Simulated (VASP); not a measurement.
# NaVP (P4/mmm) in VASP: reference runs

How does NaVP come out in PBE? The cell is run as given.

Everything below comes from runs of VASP 6.6.1. Logs are shortened: lines on timing, memory, paths and dates and some standing lists are left out, and cuts for length are marked.

## 1. The structure

The structure is tetragonal, space group P4/mmm (No. 123). The conventional cell has a = 3.071 Å, b = 3.071 Å, c = 6.757 Å, α = 90.00°, β = 90.00°, γ = 90.00°. Na (site symmetry 4/mmm) is surrounded by 4 Na at 3.07 Å and 2 V at 3.38 Å. Around V (site symmetry 4/mmm) lie 4 P at 2.17 Å. P (site symmetry 4/mmm) is surrounded by 4 V at 2.17 Å.

The cell was built by a generator and needn't be a form met in nature.

## 2. Single point, PBE, collinear spin, ferromagnetic start

File INCAR:

```
SYSTEM = NaVP
PREC = Accurate
ENCUT = 520
EDIFF = 1E-7
ISMEAR = -1
SIGMA = 0.05
LREAL = .FALSE.
LASPH = .TRUE.
NELM = 150
ALGO = Normal
ISIF = 2
LWAVE = .FALSE.
LCHARG = .FALSE.
ISPIN = 2
MAGMOM = 0 2 0
LORBIT = 11
LMAXMIX = 4
GGA = PE
NBANDS = 24
```

File KPOINTS:

```
Automatic mesh
0
G
  9 9 4
  0 0 0
```

File POSCAR:

```
NaVP
1.0
    3.0712563300      0.0000000000      0.0000000000
    0.0000000000      3.0712563300      0.0000000000
    0.0000000000      0.0000000000      6.7568593500
Na V P
1 1 1
Direct
    0.5000000000      0.5000000000      0.0000000000
    0.5000000000      0.5000000000      0.5000000000
    0.0000000000      0.0000000000      0.5000000000
```

Potentials or basis: VASP PAW PBE potentials, release 64 (Na_pv, V_sv, P).

Started as:

```sh
cat potpaw_PBE.64/Na_pv/POTCAR potpaw_PBE.64/V_sv/POTCAR potpaw_PBE.64/P/POTCAR > POTCAR
mpirun -np 1 vasp_std > vasp.out
```

OUTCAR:

```text
SYSTEM = NaVP
   PREC = Accurate
   ENCUT = 520
   EDIFF = 1E-7
   ISMEAR = -1
   LREAL = .FALSE.
   LASPH = .TRUE.
   NELM = 150
   ISIF = 2
   ISPIN = 2
   LORBIT = 11
   GGA = PE

 ion  position               nearest neighbor table
   1  0.500  0.500  0.000-
   2  0.500  0.500  0.500-   3 2.17   3 2.17   3 2.17   3 2.17
   3  0.000  0.000  0.500-   2 2.17   2 2.17   2 2.17   2 2.17

  LATTYP: Found a simple tetragonal cell.
 ALAT       =     3.0712563300
 C/A-ratio  =     2.2000310700

  Lattice vectors:

 A1 = (   3.0712563300,   0.0000000000,   0.0000000000)
 A2 = (   0.0000000000,   3.0712563300,   0.0000000000)
 A3 = (   0.0000000000,   0.0000000000,   6.7568593500)

Analysis of symmetry for initial positions (statically):
=====================================================================
 Subroutine PRICEL returns:
 Original cell was already a primitive cell.

 Routine SETGRP: Setting up the symmetry group for a
 simple tetragonal supercell.

 Subroutine GETGRP returns: Found 16 space group operations
 (whereof 16 operations were pure point group operations)
 out of a pool of 16 trial point group operations.

The static configuration has the point symmetry D_4h.

Analysis of symmetry for dynamics (positions and initial velocities):
=====================================================================
 Subroutine PRICEL returns:
 Original cell was already a primitive cell.

 Routine SETGRP: Setting up the symmetry group for a
 simple tetragonal supercell.

 Subroutine GETGRP returns: Found 16 space group operations
 (whereof 16 operations were pure point group operations)
 out of a pool of 16 trial point group operations.

The dynamic configuration has the point symmetry D_4h.

Analysis of structural, dynamic, and magnetic symmetry:
=====================================================================
 Subroutine PRICEL returns:
 Original cell was already a primitive cell.

 Routine SETGRP: Setting up the symmetry group for a
 simple tetragonal supercell.

 Subroutine GETGRP returns: Found 16 space group operations
 (whereof 16 operations were pure point group operations)
 out of a pool of 16 trial point group operations.

The overall configuration has the point symmetry D_4h.

 Subroutine INISYM returns: Found 16 space group operations
 (whereof 16 operations are pure point group operations),
 and found     1 'primitive' translations

[... 120 lines left out ...]
   LORBIT       =     11    0 simple, 1 ext, 2 COOP (PROOUT), +10 PAW based schemes
   GGA     = PE    functional components
   LHFCALC =     F    Hartree Fock is set to
   AEXX    =    0.0000 exact exchange contribution
   IVDW    =     0    specifies the selected vdW correction
   LEPSILON=     F    determine dielectric tensor
   LRPA    =     F    only Hartree local field effects (RPA)
 spin polarized calculation
  energy-cutoff  :      520.00
  volume of cell :       63.73
 maximum number of plane-waves:      1732
 NGX is ok and might be reduce to    24
   NGX = 11   NGY = 11   NGZ = 25

 number of electron      24.9999987 magnetization       0.9543549

 Free energy of the ion-electron system (eV)
  ---------------------------------------------------
  ext. energy  EPLUGINS =         0.00000000
  ---------------------------------------------------
  free energy    TOTEN  =       -14.99394745 eV

  energy without entropy =      -14.97514747  energy(sigma->0) =      -14.98454746

 E-fermi :   4.5833     XC(G=0):  -8.9572

 val. band max:        4.5781377597   @ k =   0.4444   0.4444   0.5000
 cond. band min:       4.6007186822   @ k =   0.2222   0.2222   0.5000
 fundamental gap:      0.0225809226
 Fermi energy:         4.5833053465

 spin component 1

 k-point     1 :       0.0000    0.0000    0.0000
  band No.  band energies     occupation
      1     -59.9852      1.00000
      2     -33.9573      1.00000
      3     -33.9573      1.00000
      4     -33.7666      1.00000
      5     -20.6122      1.00000
      6     -20.6122      1.00000
[... 637 lines left out ...]
     23      14.7862      0.00000
     24      15.1472      0.00000

 [... further k-points ...]

 spin component 2

 k-point     1 :       0.0000    0.0000    0.0000
  band No.  band energies     occupation
      1     -59.1948      1.00000
      2     -33.3480      1.00000
      3     -33.3480      1.00000
      4     -32.6215      1.00000
      5     -20.6198      1.00000
      6     -20.6198      1.00000
[... 637 lines left out ...]
     23      14.9731      0.00000
     24      15.2783      0.00000

 [... further k-points ...]

------------------------ aborting loop because EDIFF is reached ----------------------------------------

  FORCE on cell =-STRESS in cart. coord.  units (eV):
  Direction    XX          YY          ZZ          XY          YZ          ZX
  --------------------------------------------------------------------------------------
  -------------------------------------------------------------------------------------
  Total        7.7945440      7.7945440     -1.5371142      0.0000000      0.0000000      0.0000000
  in kB      195.9405341    195.9405341    -38.6402312      0.0000000      0.0000000      0.0000000
  external PRESSURE =     117.7469457 kB  Pullay stress =       0.0000000 kB

 VOLUME and BASIS-vectors are now :
 -----------------------------------------------------------------------------
  energy-cutoff  :      520.00
  volume of cell :       63.73
      direct lattice vectors                 reciprocal lattice vectors
     3.071256330  0.000000000  0.000000000     0.325599655  0.000000000  0.000000000
     0.000000000  3.071256330  0.000000000     0.000000000  0.325599655  0.000000000
     0.000000000  0.000000000  6.756859350     0.000000000  0.000000000  0.147997753

 POSITION                                       TOTAL-FORCE (eV/Angst)
 -----------------------------------------------------------------------------------
      1.53563      1.53563      0.00000         0.000000      0.000000      0.000000
      1.53563      1.53563      3.37843         0.000000      0.000000      0.000000
      0.00000      0.00000      3.37843         0.000000      0.000000      0.000000
 -----------------------------------------------------------------------------------
    total drift:                                0.000000     -0.000000     -0.000000

  FREE ENERGIE OF THE ION-ELECTRON SYSTEM (eV)
  ---------------------------------------------------
  free  energy   TOTEN  =       -14.9939474497 eV

  energy  without entropy=      -14.9751474698  energy(sigma->0) =      -14.98454746

 total charge

# of ion       s       p       d       tot
------------------------------------------
    1        0.110   5.964   0.000   6.073
    2        2.262   6.251   3.437  11.950
    3        1.071   1.563   0.000   2.635
--------------------------------------------------
tot          3.443  13.778   3.437  20.657

 magnetization (x)

# of ion       s       p       d       tot
------------------------------------------
    1       -0.006   0.000   0.000  -0.005
    2        0.016   0.007   0.809   0.832
    3       -0.005  -0.031   0.000  -0.037
--------------------------------------------------
tot          0.005  -0.024   0.809   0.790
```

OSZICAR:

```text
N       E                     dE             d eps       ncg     rms          rms(c)
DAV:   1     0.263339043304E+03    0.26334E+03   -0.13674E+04  4512   0.107E+03
DAV:   2    -0.411027870915E+01   -0.26745E+03   -0.25742E+03  4480   0.356E+02
DAV:   3    -0.166231096770E+02   -0.12513E+02   -0.12350E+02  5440   0.825E+01
DAV:   4    -0.168274948702E+02   -0.20439E+00   -0.20428E+00  4744   0.112E+01
DAV:   5    -0.168319206847E+02   -0.44258E-02   -0.44255E-02  5568   0.169E+00    0.272E+01
DAV:   6    -0.159438249281E+02    0.88810E+00   -0.15783E+01  4912   0.248E+01    0.103E+01
DAV:   7    -0.156811640484E+02    0.26266E+00   -0.20684E+01  5360   0.223E+01    0.133E+01
DAV:   8    -0.149923733238E+02    0.68879E+00   -0.21445E+00  4848   0.927E+00    0.370E+00
DAV:   9    -0.149950800723E+02   -0.27067E-02   -0.67511E-02  5168   0.152E+00    0.152E+00
DAV:  10    -0.149932641908E+02    0.18159E-02   -0.95062E-03  5072   0.634E-01    0.290E-01
DAV:  11    -0.149938209996E+02   -0.55681E-03   -0.24238E-03  4864   0.340E-01    0.149E-01
DAV:  12    -0.149938952641E+02   -0.74265E-04   -0.37110E-04  5296   0.942E-02    0.857E-02
DAV:  13    -0.149939402116E+02   -0.44947E-04   -0.17262E-04  4960   0.445E-02    0.314E-02
DAV:  14    -0.149939442032E+02   -0.39917E-05   -0.25712E-05  5208   0.245E-02    0.141E-02
DAV:  15    -0.149939452559E+02   -0.10527E-05   -0.36119E-06  5128   0.831E-03    0.874E-03
DAV:  16    -0.149939470186E+02   -0.17628E-05   -0.56660E-06  4920   0.754E-03    0.397E-03
DAV:  17    -0.149939473944E+02   -0.37575E-06   -0.17113E-06  4616   0.477E-03    0.203E-03
DAV:  18    -0.149939474497E+02   -0.55340E-07   -0.18749E-07  3976   0.201E-03
   1 F= -.14993947E+02 E0= -.14984547E+02  d E =-.188000E-01  mag=     0.9545
```

Wall time 77 s (1 thread of AMD EPYC 9R45 (Zen 5), shared host); peak memory 0.22 GiB.

What came out:

- Free energy: -14.9939 eV
- Pressure: 11.8 GPa
- Band gap on the k mesh: none (metal or under the smearing width)
- Net moment: 0.95 μB per cell
- Site moments: Na -0.01; V +0.83; P -0.04 μB
- Valence electrons inside the program's atomic spheres: Na 6.07; V 11.95; P 2.63
